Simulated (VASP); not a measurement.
```
MgF2
1.0
    4.62000     0.00000     0.00000
    0.00000     4.62000     0.00000
    0.00000     0.00000     3.05000
Mg F
2 4
Direct
  0.00929   0.00128   0.98029
  0.49114   0.49698   0.49052
  0.30534   0.31540   0.02244
  0.79958   0.18619   0.47409
  0.21097   0.80472   0.52219
  0.68368   0.69544   0.01048
```

Level of theory: PBE GGA, VASP's PBE PAW potentials (set 64) (plane waves; VASP 6.6.1). Run with 400 eV cut-off, 3×3×5 Γ-centred mesh, Fermi-Dirac smearing of 0.010 eV, potentials Mg F.

At this cut-off the stress carries a Pulay error, which pulls relaxed volumes low.

Give the force on each atom (eV/Å).

```tsv
atom	Fx	Fy	Fz
Mg1	-0.524	-0.115	0.533
Mg2	0.862	0.151	0.941
F3	-0.764	-0.792	-0.849
F4	0.098	0.201	0.326
F5	-0.447	0.268	-0.551
F6	0.776	0.287	-0.399
```

Give the stress tensor in GPa (positive for a compressed cell).

```
-5.62  -0.07  -0.25
-0.07  -5.23   1.71
-0.25   1.71  -4.15
```
The pressure is its mean diagonal, -5.00 GPa.

The structure is a typed MgF2 crystal. The cell was not relaxed at this level, atoms are displaced from their ideal sites. The k-mesh is coarse (spacing up to 0.45 per Å, 2π included), so the numbers may not be converged in it.
